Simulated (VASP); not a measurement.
# AgB2 (P6/mmm) in VASP: notebook

One crystal, AgB2, is run at these levels: r2SCAN; tasks: single point.

Everything below comes from runs of VASP 6.6.1. Logs are shortened: lines on timing, memory, paths and dates and some standing lists are left out, and cuts for length are marked.

## (1) The structure

Symmetry: P6/mmm, No. 191, hexagonal system. Conventional cell: a = 3.000 Å, b = 3.000 Å, c = 3.240 Å, α = 90.00°, β = 90.00°, γ = 120.00°. Around Ag (site symmetry 6/mmm) lie 12 B at 2.37 Å. B (site symmetry -6m2) has 3 B at 1.73 Å as nearest neighbours.

## (2) Single point, r2SCAN

The input, INCAR:

```
SYSTEM = AgB2
PREC = Accurate
ENCUT = 460
EDIFF = 1E-6
ISMEAR = 0
SIGMA = 0.05
LREAL = .False.
LASPH = .True.
NELM = 100
ALGO = Normal
ISIF = 2
LWAVE = .False.
LCHARG = .False.
METAGGA = R2SCAN
LMIXTAU = .True.
ADDGRID = .False.
```

The input, KPOINTS:

```
regular mesh
0
Gamma
  6 6 5
  0 0 0
```

The input, POSCAR:

```
AgB2
1.0
    3.0000000000      0.0000000000      0.0000000000
   -1.5000000000      2.5980762114      0.0000000000
    0.0000000000      0.0000000000      3.2400000000
Ag B
1 2
Direct
    0.0172000000      0.0014340000     -0.0107780000
    0.6537670000      0.3220700000      0.4709270000
    0.3421410000      0.7037590000      0.5156140000
```

Potentials or basis: VASP PAW PBE potentials, release 64 (Ag, B).

The run is started by

```console
$ cat potpaw_PBE.64/Ag/POTCAR potpaw_PBE.64/B/POTCAR > POTCAR
$ mpirun -np 1 vasp_std > vasp.out
```

OUTCAR:

```text
SYSTEM = AgB2
   PREC = Accurate
   ENCUT = 460
   EDIFF = 1E-6
   ISMEAR = 0
   LREAL = .False.
   LASPH = .True.
   NELM = 100
   ISIF = 2
   METAGGA = R2SCAN

 Found     92 irreducible k-points:

 Following reciprocal coordinates:
            Coordinates               Weight
  0.000000  0.000000  0.000000      1.000000
  0.166667 -0.000000  0.000000      2.000000
  0.000000  0.166667  0.000000      2.000000
 -0.166667  0.166667  0.000000      2.000000
  0.333333  0.000000  0.000000      2.000000
  0.000000  0.333333  0.000000      2.000000
   k-points           NKPTS =     92   k-points in BZ     NKDIM =     92   number of bands    NBANDS=     12
   number of dos      NEDOS =    301   number of ions     NIONS =      3
   total plane-waves  NPLWV =  13824
   dimension x,y,z NGX =    24 NGY =   24 NGZ =   24
   dimension x,y,z NGXF=    48 NGYF=   48 NGZF=   48
   ions per type =               1   2
   NGX,Y,Z   is equivalent  to a cutoff of  13.30, 13.30, 12.31 a.u.
   NGXF,Y,Z  is equivalent  to a cutoff of  26.60, 26.60, 24.63 a.u.
 SYSTEM =  AgB2
   PREC   = accura    normal or accurate (medium, high low for compatibility)
   ISTART =      0    job   : 0-new  1-cont  2-samecut
   ICHARG =      2    charge: 1-file 2-atom 10-const
   ISPIN  =      1    spin polarized calculation?
   LNONCOLLINEAR =      F non collinear calculations
   LSORBIT =      F    spin-orbit coupling
   LASPH  =      T    aspherical Exc in radial PAW
   ENCUT  =  460.0 eV  33.81 Ry    5.81 a.u.   5.25  5.25  5.67*2*pi/ulx,y,z
   NELM   =    100;   NELMIN=  2; NELMDL= -5     # of ELM steps
   EDIFF  = 0.1E-05   stopping-criterion for ELM
   LREAL  =      F    real-space projection
   EDIFFG = 0.1E-04   stopping-criterion for IOM
   NSW    =      0    number of steps for IOM
   IBRION =     -1    ionic relax: 0-MD 1-quasi-New 2-CG
   NFREE  =      0    steps in history (QN), initial steepest desc. (CG)
   ISIF   =      2    stress and relaxation
   ISYM   =      2    0-nonsym 1-usesym 2-fastsym
   POTIM  = 0.5000    time-step for ionic-motion
   TEBEG  =    0.0;   TEEND  =   0.0 temperature during run
   PSTRESS=    0.0 pullay stress
   NELECT =      17.0000    total number of electrons
   NUPDOWN=      -1.0000    fix difference up-down
   EMIN   =  10.00;   EMAX   =-10.00  energy-range for DOS
   EFERMI =   0.00;   METHOD = LEGACY
   ISMEAR =     0;   SIGMA  =   0.05  broadening in eV -4-tet -1-fermi 0-gaus
   EFERMI_NEDOS =   21; number of points for ismear=-14 and -15
   IALGO  =     38    algorithm
   IMIX   =      4    mixing-type and parameters
     AMIX     =   0.40;   BMIX     =  1.00
     AMIX_MAG =   1.60;   BMIX_MAG =  1.00
  volume/ion in A,a.u.               =       8.42        56.81
  Fermi-wavevector in a.u.,A,eV,Ry     =   1.434779  2.711340 28.008838  2.058591
  Thomas-Fermi vector in A             =   2.554150
   LORBIT       =      0    0 simple, 1 ext, 2 COOP (PROOUT), +10 PAW based schemes
   METAGGA = R2SCAN    functional components
   LHFCALC =     F    Hartree Fock is set to
   AEXX    =    0.0000 exact exchange contribution
   IVDW    =     0    specifies the selected vdW correction
   LEPSILON=     F    determine dielectric tensor
   LRPA    =     F    only Hartree local field effects (RPA)
 non-spin polarized calculation
 Gauss-broadening in eV      SIGMA  =   0.05
  energy-cutoff  :      460.00
  volume of cell :       25.25
 maximum number of plane-waves:       579
 NGX is ok and might be reduce to    24
   NGX = 11   NGY = 11   NGZ = 11

 number of electron      17.0000003 magnetization

 Free energy of the ion-electron system (eV)
  ---------------------------------------------------
  ext. energy  EPLUGINS =         0.00000000
  ---------------------------------------------------
  free energy    TOTEN  =       -32.97648475 eV

  energy without entropy =      -32.97513220  energy(sigma->0) =      -32.97580848

 E-fermi :  10.8888     XC(G=0): -14.2500

 val. band max:       10.8836967078   @ k =  -0.1667   0.1667   0.4000
 cond. band min:      10.9549454128   @ k =  -0.1667   0.0000   0.4000
 fundamental gap:      0.0712487050
 Fermi energy:        10.8888345128

 k-point     1 :       0.0000    0.0000    0.0000
  band No.  band energies     occupation
      1      -4.4612      2.00000
      2       3.2744      2.00000
      3       3.6474      2.00000
      4       3.8386      2.00000
      5       5.2792      2.00000
      6       5.4323      2.00000
      7       7.4125      2.00000
      8      11.0104      0.00058
      9      12.7247      0.00000
     10      15.4972      0.00000
     11      16.4270      0.00000
     12      17.5545      0.00000

 k-point     2 :       0.1667   -0.0000    0.0000
  band No.  band energies     occupation
      1      -3.8988      2.00000
      2       3.2927      2.00000
      3       3.4991      2.00000
      4       4.0680      2.00000
      5       4.2916      2.00000
      6       5.3216      2.00000
      7       9.0851      2.00000
      8       9.4587      2.00000
      9      10.6116      2.00000
     10      16.0764      0.00000
     11      16.9429      0.00000
     12      19.8162      0.00000

 k-point     3 :       0.0000    0.1667    0.0000
  band No.  band energies     occupation
      1      -3.9140      2.00000
      2       3.1820      2.00000
      3       3.4828      2.00000
      4       4.1938      2.00000
      5       4.4563      2.00000
      6       5.2262      2.00000
      7       8.9406      2.00000
      8       9.4490      2.00000
      9      10.7194      2.00000
     10      16.1637      0.00000
     11      17.6594      0.00000
     12      18.6368      0.00000

 k-point     4 :      -0.1667    0.1667    0.0000
  band No.  band energies     occupation
      1      -3.8982      2.00000
      2       3.2921      2.00000
      3       3.5149      2.00000
      4       4.0591      2.00000
      5       4.2804      2.00000
      6       5.3312      2.00000
      7       9.0825      2.00000
      8       9.4874      2.00000
      9      10.5467      2.00000
     10      16.0852      0.00000
     11      16.9943      0.00000
     12      19.8283      0.00000

 k-point     5 :       0.3333    0.0000    0.0000
  band No.  band energies     occupation
      1      -2.3121      2.00000
      2       2.1087      2.00000
      3       3.2460      2.00000
      4       3.5667      2.00000
      5       4.9983      2.00000
      6       5.1848      2.00000
      7       7.4457      2.00000
      8       8.3735      2.00000
      9      11.9319      0.00000
     10      15.9769      0.00000
     11      17.1410      0.00000
     12      18.4229      0.00000

 k-point     6 :       0.0000    0.3333    0.0000
  band No.  band energies     occupation
      1      -2.3915      2.00000
      2       2.0059      2.00000
      3       3.4509      2.00000
      4       3.6288      2.00000
      5       4.9951      2.00000
      6       5.1850      2.00000
      7       7.4573      2.00000
      8       8.6129      2.00000
      9      11.4737      0.00000
     10      15.9876      0.00000
     11      17.4212      0.00000
     12      18.4791      0.00000

 [... further k-points ...]
[... 5 lines left out ...]
  --------------------------------------------------------------------------------------
  -------------------------------------------------------------------------------------
  Total        6.1226752      8.2090227     12.6235555     -0.0532158     -0.0797844     -0.0753183
  in kB      388.4486850    520.8154834    800.8923151     -3.3762361     -5.0618619     -4.7785122
  external PRESSURE =     570.0521612 kB  Pullay stress =       0.0000000 kB

 VOLUME and BASIS-vectors are now :
 -----------------------------------------------------------------------------
  energy-cutoff  :      460.00
  volume of cell :       25.25
      direct lattice vectors                 reciprocal lattice vectors
     3.000000000  0.000000000  0.000000000     0.333333333  0.192450090  0.000000000
    -1.500000000  2.598076211  0.000000000     0.000000000  0.384900179  0.000000000
     0.000000000  0.000000000  3.240000000     0.000000000  0.000000000  0.308641975

 POSITION                                       TOTAL-FORCE (eV/Angst)
 -----------------------------------------------------------------------------------
      0.04945      0.00373      3.20508        -0.320476      0.029187      0.248378
      1.47820      0.83676      1.52580         0.194391      1.738036      1.159126
     -0.02922      1.82842      1.67059         0.126085     -1.767222     -1.407504
 -----------------------------------------------------------------------------------
    total drift:                               -0.000002      0.000072      0.000045

  FREE ENERGIE OF THE ION-ELECTRON SYSTEM (eV)
  ---------------------------------------------------
  free  energy   TOTEN  =       -32.9764847546 eV

  energy  without entropy=      -32.9751321965  energy(sigma->0) =      -32.97580848
```

Wall time 32 s (1 thread of Intel Xeon 6975P-C (Granite Rapids), shared host); peak memory 0.16 GiB.

The run converged, but some of its settings lie outside the range that counts as converged, so its numbers aren't taken as properties of the crystal.

What came out:

| Item | Value |
| --- | --- |
| Free energy | -32.9765 eV |
| Pressure | 57.0 GPa |
| Largest force | 2.263 eV/Å |
| Band gap on the k mesh | none (metal or under the smearing width) |

Caveat: the k mesh is coarse (spacing up to 0.40 Å⁻¹), so the values aren't converged; the PAW data sets were made with another functional, which shifts forces and pressure a little.

## (3) Single point, r2SCAN

Changes to INCAR since step 2:

```diff
@@ -4,3 +4,3 @@
 EDIFF = 1E-6
-ISMEAR = 0
+ISMEAR = -5
 SIGMA = 0.05
```

KPOINTS is that of step 2.

The input, POSCAR:

```
AgB2
1.0
    3.0000000000      0.0000000000      0.0000000000
   -1.5000000000      2.5980762114      0.0000000000
    0.0000000000      0.0000000000      3.2400000000
Ag B
1 2
Direct
    0.0000000000      0.0000000000      0.0000000000
    0.6666666667      0.3333333333      0.5000000000
    0.3333333333      0.6666666667      0.5000000000
```

Potentials or basis: VASP PAW PBE potentials, release 64 (Ag, B).

The run is started by

```console
$ cat potpaw_PBE.64/Ag/POTCAR potpaw_PBE.64/B/POTCAR > POTCAR
$ mpirun -np 1 vasp_std > vasp.out
```

Run time: 13 s. Hardware: 1 thread of Intel Xeon 6975P-C (Granite Rapids), shared host; peak memory 0.14 GiB.

The run converged, but some of its settings lie outside the range that counts as converged, so its numbers aren't taken as properties of the crystal.

Results:

```yaml
Free_energy: -33.1734 eV
Pressure: 53.6 GPa
Band_gap_on_the_k_mesh: none (metal or under the smearing width)
```

Caveat: the k mesh is coarse (spacing up to 0.40 Å⁻¹), so the values aren't converged; a pressure of tens of GPa on the cell as given is suspect, and the run, the potentials or the cell itself is likely at fault; the PAW data sets were made with another functional, which shifts forces and pressure a little; tetrahedron occupations give inexact forces and stress in metals.
